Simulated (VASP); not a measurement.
Input:

```
HfO2
1.0
    0.00000     2.59948     2.50530
    2.56889     0.00000     2.50530
    2.56889     2.59948     0.00000
Hf O
1 2
Cartesian
  0.00000   0.00000   0.00000
  1.28445   1.29974   1.25265
  3.92979   3.89922   3.75795
```

The numbers are results of PBE GGA, VASP's PBE PAW potentials (set 64) (plane waves; VASP 6.6.1), not measurements. Run with 520 eV cut-off, 6×6×6 Monkhorst-Pack mesh, Gaussian smearing of 0.050 eV, potentials Hf_pv O.

### Question
Estimate the energy per atom (σ→0), pressure, largest force.

### Answer

```
Property                         Value
---------------------  ---------------
energy per atom (σ→0)  -10.057 eV/atom
pressure                     -5.53 GPa
largest force               0.735 eV/Å
```

Only differences to runs with the same potentials and settings are physical.

The compound is HfO2 in the fluorite structure, the high-temperature cubic form, which is unstable at 0 K; the monoclinic form is the stable one. The cell was not relaxed at this level, atoms are displaced from their ideal sites. The run is one of a series of settings (KPOINTS 6×6×6 Monkhorst-Pack mesh against the base run), some of them coarse on purpose.
